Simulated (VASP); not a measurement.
Input:

```yaml
crystal:
  lattice:
    - [0.00000, 2.93793, 2.93793]
    - [2.93793, 0.00000, 2.93793]
    - [2.93793, 2.93793, 0.00000]
  atoms:
    - { symbol: Eu, position: [0.00000, 0.00000, 0.00000] }
    - { symbol: S, position: [0.50000, 0.50000, 0.50000] }
```

All values below come from PBE GGA, VASP's PBE PAW potentials (set 64) (plane waves; VASP). Run with 400 eV cut-off, 10×10×10 Γ-centred mesh, Gaussian smearing of 0.010 eV, potentials Eu_2 S.

The 4f electrons are frozen in the core of the lanthanide potential, so 4f levels, which can set the real gap, and their magnetism are missing.

Task: Predict the energy per atom (σ→0), band gap (on the k-mesh) with the smallest direct gap where there is one.

Result: 
```
Item                                              Value
-----------------------------------  ------------------
band gap (on the k-mesh)                        2.01 eV
smallest direct gap (on the k-mesh)             2.44 eV
energy per atom (σ→0)                -513.2 kJ/mol-atom
```

The absolute energy has meaning only against runs of the same code, potentials and settings.

The compound is EuS in the rock salt structure. It was relaxed first.
